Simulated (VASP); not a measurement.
Input of a VASP 6.6.1 run:

Contents of INCAR:

```
SYSTEM = Sn2H3Br
ALGO = Fast ; EDIFF = 1E-4
EDIFFG = -0.08 ; ENCUT = 520
GGA = PE ; IBRION = 2
ISIF = 3 ; ISMEAR = 0
KPAR = 2 ; LASPH = .True.
LCHARG = .False. ; LREAL = .False.
LWAVE = .False. ; NELM = 60
NSW = 24 ; PREC = Normal
SIGMA = 0.15
```

KPOINTS

```
k-points
0
Gamma
  3 3 3
  0 0 0
```

POSCAR

```
Sn2H3Br
1.0
    2.7667623400     -4.6270580500      0.0000000000
    2.7667623400      4.6270580500      0.0000000000
    0.0000000000      0.0000000000      4.3261951300
Sn H Br
2 3 1
Direct
    0.0000000000      0.5000000000      0.5000000000
    0.5000000000      0.0000000000      0.5000000000
    0.1610669000      0.8389331000      0.0000000000
    0.8389331000      0.1610669000      0.0000000000
    0.0000000000      0.0000000000      0.5000000000
    0.5000000000      0.5000000000      0.0000000000
```

Potentials or basis: VASP PAW PBE potentials, release 64 (Sn_d, H, Br).

Launch:

```sh
$ cat potpaw_PBE.64/Sn_d/POTCAR potpaw_PBE.64/H/POTCAR potpaw_PBE.64/Br/POTCAR > POTCAR
$ mpirun -np 2 vasp_std > vasp.out
```

(1) What does it give for the relaxed volume?

(2) Estimate the space group after relaxing (to 0.05 Å).

(3) Estimate the relaxed cell.

Results:

(1) 16.09 Å³/atom.

(2) Cmmm (No. 65).

(3) a = 5.473 Å, b = 5.473 Å, c = 3.464 Å, α = 90.00°, β = 90.00°, γ = 111.44°.

Caveat: the k mesh is coarse (spacing up to 0.48 Å⁻¹), so the values aren't converged.
